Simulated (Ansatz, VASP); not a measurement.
# Na3TeF in two plane-wave programs, part 3 of 3

Aim: how closely do two programs agree when they are given the same cell, functional and k mesh? The cell is generated by rule, not measured, and may not be a known phase. The cell is taken from a series of runs on this material, whose earlier steps may have relaxed, scaled, displaced or heated it; both programs get it as it stands.

VASP 6.6.1 and Ansatz 0.2.0.

So far: The structure; VASP: zone-centre phonons, PBEsol.

The structure was built from a prototype and need not be the compound's stable phase.

**3. Ansatz: zone-centre phonons, PBEsol**

Level of this step: Ansatz beside VASP: Kohn-Sham DFT, plane waves, PBEsol (Ansatz).

Ansatz runs on its PAW soft_1 files.

The same cell, functional and mesh now go to Ansatz, which takes its cutoff from its data sets.

The input, input.yaml:

```yaml
crystal:
  lattice:
    - [4.6665272377, 0.0, 0.0]
    - [0.0, 4.6665272377, 0.0]
    - [0.0, 0.0, 4.6665272377]
  atoms:
    - { symbol: Te, position: [0.0, 0.0, 0.0] }
    - { symbol: F, position: [0.5, 0.5, 0.5] }
    - { symbol: Na, position: [0.5, 0.5, 0.0] }
    - { symbol: Na, position: [0.5, 0.0, 0.5] }
    - { symbol: Na, position: [0.0, 0.5, 0.5] }
kpoints:
  mp_grid: { grid: [8, 8, 8] }
hamiltonian:
  xc: pbesol
  pseudopotentials: { kind: paw, azcp: { folder: soft_1 }, xc_functional: pbe }
scf:
  occupations: { method: fixed }
output:
  eigenvalues: true
phonons:
  method: dfpt
  dielectric: true
  rigid_motions: translations
```

Run with:

```sh
> ansatz run input.yaml --threads 4 --pin off --max-ram 16384MiB --backend cpu --events-out ev --progress --plain --runs-dir out
```

Numbers of over 12 decimals in the logs are rounded to 6 here.

The log of the run:

```text
Engine: ansatz 0.2.0, aarch64-unknown-linux-gnu
Pseudopotentials: kind: paw
Pseudopotential: Te, paw, valence charge 16, recommended cutoff 420 eV (normal), soft_1/Te.paw.azcp
Pseudopotential: F, paw, valence charge 7, recommended cutoff 420 eV (normal), soft_1/F.paw.azcp
Pseudopotential: Na, paw, valence charge 9, recommended cutoff 420 eV (normal), soft_1/Na.paw.azcp
Functional definition: PBEsol
  exchange = pbesol_x
  correlation = pbesol_c
Crystal: 5 atoms, lattice volume = 101.621 Å³
Basis set: ecut = 420 eV, 1935 PW (Γ), exchange–correlation on 64×64×64 points (8 copies of the dense FFT grid, shifted against one another)
Bands: 30, of which v1, the nominal top of the filled ones, is band 25 counted from 1 (24 counted from 0)
Symmetry: 48 space group operations
k-points: 170 of 512 (irreducible under 2 space group operations, time reversal used)
Non-local potential: Te, projectors of the file, l = 0: 2, l = 1: 2, l = 2: 2, l = 3: 1
Non-local potential: F, projectors of the file, l = 0: 2, l = 1: 2, l = 2: 1
Non-local potential: Na, projectors of the file, l = 0: 3, l = 1: 2, l = 2: 1
PAW form: soft (Blöchl's): semilocal exchange-correlation on the pseudo side does not see the compensation charge
PAW frozen core: Te, regenerated for the run's functional, and the local potential with it (the file was generated under x = pbe(κ = 0.804, μ = 0.219515), c = pbe(β = 0.066725))
PAW frozen core: F, regenerated for the run's functional, and the local potential with it (the file was generated under x = pbe(κ = 0.804, μ = 0.219515), c = pbe(β = 0.066725))
PAW frozen core: Na, regenerated for the run's functional, and the local potential with it (the file was generated under x = pbe(κ = 0.804, μ = 0.219515), c = pbe(β = 0.066725))
PAW one-centre angular grid: Te, 590 points (default); XC on 64 Gauss nodes
PAW one-centre angular grid: F, 110 points (default); XC on 64 Gauss nodes
PAW one-centre angular grid: Na, 110 points (default); XC on 64 Gauss nodes
Initial density: superposition of atomic densities (chi_scale 0.1, normalization cell, long waves kept (reshape's long-wave potential 0.00 eV rms))
Initial wavefunctions: pseudopotential atomic-orbital guess
Functional: x = pbesol(κ = 0.804, μ = 0.123457), c = pbesol(β = 0.046)
SCF iter   1: F=—  HF=-12147.894779 eV  |F-HF|=—  |Δ(HF+E_count)|=         —  Δρ=2.85e-1  dr2=8.52e1  ethr=3.10e-3  ⟨swp⟩=5.0  Hψ=21054  notcnv=0  defer=425
preconditioner: auto → Resta (q_TF=auto, 2.424 Å⁻¹)  ε∞=4.7  [insulator: Δε(μ)=0.000 eV  Ē_g=7.118 eV  n_scr=26 (ndim 8)  ℏωp=13.8 eV  f_vac=0.000  ε∞_Penn≈4.7]
SCF iter   2: F=—  HF=-12139.064880 eV  |F-HF|=—  |Δ(HF+E_count)|=    8.83e0  Δρ=1.64e-1  dr2=1.41e1  ethr=3.10e-3  ⟨swp⟩=3.8  Hψ=13413  notcnv=0  defer=468
SCF iter   3: F=—  HF=-12135.302697 eV  |F-HF|=—  |Δ(HF+E_count)|=    3.76e0  Δρ=5.21e-2  dr2=1.60e0  ethr=3.10e-3  ⟨swp⟩=3.1  Hψ=11086  notcnv=0  defer=427
SCF iter   4: F=—  HF=-12135.073854 eV  |F-HF|=—  |Δ(HF+E_count)|=   2.29e-1  Δρ=1.47e-2  dr2=2.35e-1  ethr=3.10e-3  ⟨swp⟩=2.2  Hψ=8131  notcnv=0  defer=387
SCF iter   5: F=—  HF=-12135.031160 eV  |F-HF|=—  |Δ(HF+E_count)|=   4.27e-2  Δρ=4.31e-3  dr2=3.19e-2  ethr=4.70e-4  ⟨swp⟩=2.0  Hψ=7840  notcnv=0  defer=490
SCF iter   6: F=—  HF=-12135.024486 eV  |F-HF|=—  |Δ(HF+E_count)|=   6.67e-3  Δρ=2.75e-3  dr2=1.21e-2  ethr=6.38e-5  ⟨swp⟩=2.2  Hψ=6226  notcnv=0  defer=496
SCF iter   7: F=—  HF=-12135.020740 eV  |F-HF|=—  |Δ(HF+E_count)|=   3.75e-3  Δρ=1.01e-3  dr2=1.31e-3  ethr=2.43e-5  ⟨swp⟩=2.3  Hψ=6363  notcnv=0  defer=496
SCF iter   8: F=—  HF=-12135.020549 eV  |F-HF|=—  |Δ(HF+E_count)|=   1.91e-4  Δρ=6.06e-4  dr2=5.24e-4  ethr=2.62e-6  ⟨swp⟩=1.6  Hψ=6630  notcnv=0  defer=492
SCF iter   9: F=—  HF=-12135.020390 eV  |F-HF|=—  |Δ(HF+E_count)|=   1.59e-4  Δρ=1.27e-4  dr2=2.59e-5  ethr=1.05e-6  ⟨swp⟩=2.0  Hψ=6123  notcnv=0  defer=481
SCF iter  10: F=—  HF=-12135.020381 eV  |F-HF|=—  |Δ(HF+E_count)|=   8.48e-6  Δρ=3.07e-5  dr2=1.03e-6  ethr=5.18e-8  ⟨swp⟩=2.0  Hψ=6478  notcnv=0  defer=430
SCF iter  11: F=—  HF=-12135.020381 eV  |F-HF|=—  |Δ(HF+E_count)|=   2.93e-7  Δρ=3.46e-6  dr2=9.43e-9  ethr=2.07e-9  ⟨swp⟩=2.0  Hψ=7419  notcnv=0  defer=410
SCF iter  12: F=—  HF=-12135.020382 eV  |F-HF|=—  |Δ(HF+E_count)|=  7.71e-10  Δρ=9.66e-7  dr2=8.21e-10  ethr=1.89e-11  ⟨swp⟩=2.0  Hψ=8985  notcnv=0  defer=410
SCF iter  13: F=—  HF=-12135.020382 eV  |F-HF|=—  |Δ(HF+E_count)|=  3.82e-10  Δρ=4.11e-7  dr2=1.36e-10  ethr=1.00e-12  ⟨swp⟩=15.6  Hψ=37161  notcnv=0
SCF iter  14: F=-12135.020382 eV  HF=-12135.020382 eV  |F-HF|=3.64e-12  |Δ(HF+E_count)|=  2.00e-11  Δρ=1.04e-7  dr2=9.54e-12  ethr=1.00e-12  ⟨swp⟩=6.4  Hψ=22703  notcnv=0
SCF 1 converged in 14 iterations: F = -12135.020382 eV  dr2 = 9.54e-12
  greatest PAW one-centre occupation: 0.999 electrons in one spin orbital (limit 2), on the Na atom at site 4 (counted from 0), in its partial waves of l = 0
DFPT response loops at Γ: preconditioner auto → Resta (q_TF=auto, 2.424 Å⁻¹)  ε∞=5.2 (no band partly filled); β = 1.00, the filter's whole step (`scf.mixing.beta` (0.50) is not read by the response loops at its default; to damp them type it under 1.00, their step now; it binds the ground state too); Broyden in place of MSR1
── the response to a field inside a basis, on 8×8×8 k-points: an SCF that follows is theirs, and a resumed run solves both again ──
Bands: 26, of which v1, the nominal top of the filled ones, is band 25 counted from 1 (24 counted from 0)
k-points: 20 of 512
Initial density: handed on by an earlier stage of this run
Initial wavefunctions: pseudopotential atomic-orbital guess (no wavefunctions were taken with the density)
Eigensolver: Dense (20 Hₖ)
SCF iter   1: F=—  HF=-12134.994896 eV  |F-HF|=—  |Δ(HF+E_count)|=         —  Δρ=1.91e-4  dr2=1.02e-5  ethr=1.00e-1
preconditioner: auto → Resta (q_TF=auto, 2.424 Å⁻¹)  ε∞=4.3  [insulator: Δε(μ)=2.611 eV  Ē_g=7.594 eV  n_scr=26 (ndim 8)  ℏωp=13.8 eV  f_vac=0.000  ε∞_Penn≈4.3]
SCF iter   2: F=—  HF=-12134.994897 eV  |F-HF|=—  |Δ(HF+E_count)|=   2.58e-7  Δρ=6.82e-5  dr2=3.10e-6  ethr=2.05e-8
SCF iter   3: F=—  HF=-12134.994897 eV  |F-HF|=—  |Δ(HF+E_count)|=   3.97e-7  Δρ=3.82e-5  dr2=7.07e-7  ethr=6.20e-9
SCF iter   4: F=-12134.994897 eV  HF=-12134.994897 eV  |F-HF|=5.80e-9  |Δ(HF+E_count)|=   1.33e-7  Δρ=3.86e-6  dr2=1.22e-8  ethr=1.41e-9
SCF 1 converged in 4 iterations: F = -12134.994897 eV  dr2 = 1.22e-8
DFPT response loops at Γ: preconditioner auto → none (the input reference at scf.mixing.eps_inf says where Resta's filter doesn't serve); β = 0.50; Broyden in place of MSR1
SCF converged after 14 iterations
Free energy (F): -12135.020382 eV
Harris-Foulkes:  -12135.020382 eV  (|F-HF|=3.64e-12)
Internal energy: -12135.020382 eV  (E = F + TS)
E sigma→0 (E₀):  -12135.020382 eV
Fermi energy:    4.772029 eV
--- Per-component energies (eV) ---
  E_band       = -924.979341
  E_kinetic    = 712.425716
  E_local      = -6365.797171  (includes V_loc(G=0)·N_el)
  E_nonlocal   = 993.708286
  E_hartree    = 2422.421205
  E_xc         = -308.121293
  E_vxc        = -343.217185  (∫ρ·V_xc dr)
  E_paw        = -5644.918337  (= ΣΔE_a)
  E_vpaw       = -766.942311  (= ΣTr[D̂ρ^β])
  E_aug_tail   = 0.001033  (compensation charges beyond the density's cutoff)
  E_ewald      = -3945.321156
  E_core_change = 0.581335  (= ΣΔE_core)
  E_smearing   = -0.000000  (= −TS)
  E_closure    = 0.000000  (closes the sum)
  Σ components = -12135.020382   (vs F -12135.020382, Δ=0.00e0)
--- Band table (eV; the first three rows and the last of 170) ---
  k-point 0: bands = [... 21 lower, 0.3342, 4.5073, 4.5073, 4.5073, 6.9614, 8.8800, 8.8800, 13.0744, ... 1 higher]
  k-point 1: bands = [... 21 lower, 0.3375, 4.0533, 4.5164, 4.5164, 7.3208, 8.9572, 9.3252, 12.5088, ... 1 higher]
  k-point 2: bands = [... 21 lower, 0.3458, 3.2876, 4.5387, 4.5387, 7.8764, 9.1654, 10.4761, 11.7848, ... 1 higher]
  k-point 169: bands = [... 21 lower, 0.1419, 3.2648, 3.2648, 3.2648, 8.9990, 8.9990, 8.9990, 11.2075, ... 1 higher]
--- Phonons (Γ-DFPT): 4 representative perturbations + reference, on 170 of 512 k-points (Σ response iterations 13) ---
  k mesh reduced under 2 symmetry operations, with k and −k counted as one. Each operation leaves every solved perturbation unchanged. A smaller set is not considered because the run solves the response to a homogeneous field
  ASR residual: 2.070e-3 → 0.000e0 eV/Å²; symmetrization residual: 1.208e-5 eV/Å²
  ASR residual per site (eV/Å²): 2.27e-5 1.70e-3 2.07e-3 2.07e-3 2.07e-3
  Γ frequencies (cm⁻¹): 0.00 0.00 0.00 107.86 107.86 107.86 123.99 123.99 123.99 188.40 188.40 188.40 237.97 237.97 237.97
  ε∞ (high-frequency dielectric tensor):
        4.149283     0.000000     0.000000
        0.000000     4.149283     0.000000
        0.000000     0.000000     4.149283
  ε⁰ (static dielectric tensor: ions relaxed, cell fixed):
       10.549400     0.000000    -0.000000
        0.000000    10.549400     0.000000
       -0.000000     0.000000    10.549400
  ε⁰ − ε∞ (ionic part):
        6.400117     0.000000    -0.000000
        0.000000     6.400117     0.000000
       -0.000000     0.000000     6.400117
  softest optical mode at Γ: 107.86 cm⁻¹; the repairs (sum rule, projections) moved no ω² at Γ by more than (5.20 cm⁻¹)²
  Born effective charges Z* (e; rows j = field, columns β = displacement):
    site 0:
        -1.92308    0.00000   -0.00000
        -0.00000   -1.92308   -0.00000
         0.00000    0.00000   -1.92308
    site 1:
        -1.46506   -0.00000   -0.00000
         0.00000   -1.46506    0.00000
         0.00000   -0.00000   -1.46506
    site 2:
         1.30303   -0.00000    0.00000
         0.00000    1.30303   -0.00000
         0.00000    0.00000    0.78209
    site 3:
         1.30303   -0.00000   -0.00000
        -0.00000    0.78209   -0.00000
         0.00000    0.00000    1.30303
    site 4:
         0.78209    0.00000   -0.00000
         0.00000    1.30303   -0.00000
         0.00000    0.00000    1.30303
  Z* charge neutrality: 7.050e-3 e pre-enforcement
  solved inside a basis spanned on kpoints, on 8×8×8 k-points, its susceptibility summed on 12×12×12: ε∞ is read to err by 1.3e-2, Z* by 1.9e-2 e (field_mesh: kpoints solves on kpoints); Z* is corrected for what the basis lacks
  optical modes at Γ without the LO–TO term, one row a degenerate level:
      ω (cm⁻¹)  modes    IR ((D/Å)²/amu)
[...]
optical modes at Γ + LO–TO along q̂ = [1.0000, 0.0000, 0.0000]:
      ω (cm⁻¹)  modes    IR ((D/Å)²/amu)
[...]
optical modes at Γ + LO–TO along q̂ = [0.0000, 1.0000, 0.0000]:
      ω (cm⁻¹)  modes    IR ((D/Å)²/amu)
[...]
281.50      1             6.1153
  optical modes at Γ + LO–TO along q̂ = [0.0000, 0.0000, 1.0000]:
      ω (cm⁻¹)  modes    IR ((D/Å)²/amu)
        107.86      2             4.2582
        123.99      3             0.0000
        129.70      1             0.4396
        188.40      2             5.8342
        211.20      1             0.7418
        237.97      2             4.5010
        281.50      1             6.1153
```

In the SCF lines HF is the Harris–Foulkes energy and dr2 the Hartree energy of the density residual, in eV; the loop may stop once dr2 is under the threshold and the program's other checks hold. Hψ counts applications of the Hamiltonian.

**4. Comparison**

Known differences besides the potentials themselves: fixed occupations in Ansatz, narrow Gaussian smearing in VASP; VASP's response is taken on the typed mesh, Ansatz refines its own for the field response alone; the data sets hold 50 valence electrons in Ansatz (on its PAW soft_1 files) and 34 in VASP; the cutoff is 420 eV in Ansatz and 600 eV in VASP; Ansatz makes its cores anew for this functional, VASP keeps those of its PBE data sets. Total energies have different zeros and are not compared.

Compared:

| quantity | Ansatz | VASP | difference |
| --- | --- | --- | --- |
| ε∞ xx | 4.15 | 4.17 | -0.42 % |
| ε∞ yy | 4.15 | 4.17 | -0.42 % |
| ε∞ zz | 4.15 | 4.17 | -0.42 % |
| Born charge of Te1 (mean of the diagonal) (e) | -1.92 | -1.93 | 0.00 |
| Born charge of F2 (mean of the diagonal) (e) | -1.47 | -1.46 | 0.00 |
| Born charge of Na3 (mean of the diagonal) (e) | 1.13 | 1.13 | 0.00 |
| optical mode 1 to 3 (cm⁻¹) | 107.9 | 108.4 | -0.46 % |
| optical mode 4 to 6 (cm⁻¹) | 124.0 | 122.7 | +1.03 % |
| optical mode 7 to 9 (cm⁻¹) | 188.4 | 188.2 | +0.12 % |
| optical mode 10 to 12 (cm⁻¹) | 238.0 | 243.8 | -2.40 % |

Modes are paired by rising frequency, not by their patterns, so a pair may set unlike modes beside each other; they are those without the splitting of longitudinal modes.

**5. What came out**

```
r.m.s. difference of the optical zone-centre modes, each program's sorted by frequency (zone-centre phonons, PBEsol) : 3.0 cm⁻¹
difference in optical mode 10 to 12 (zone-centre phonons, PBEsol)                                                    : -2.4 %
```

What this shows: The r.m.s. difference of the optical zone-centre modes, each program's sorted by frequency is 3.0 cm⁻¹ (zone-centre phonons, PBEsol). The data sets hold unlike numbers of valence electrons (50 in Ansatz and 34 in VASP), so part of the differences comes from the potentials. Among the rows given in per cent, the largest difference of the zone-centre phonons, PBEsol pair is in optical mode 10 to 12, -2.4 %. How closely two codes agree says nothing of how well the functional describes the real material.

[Lines on the potential files, build, host, timing and source positions are cut from VASP's logs without a mark.]

[Logs are printed without paths, hosts, clocks, repeated set-up lines and the standing remarks that a program may print on its own settings, such as how far it seeks lower states.]

[Hosts, paths, dates, database ids (printed as entryN), source tags and the programs' standing remarks are cut or masked in the printed files.]
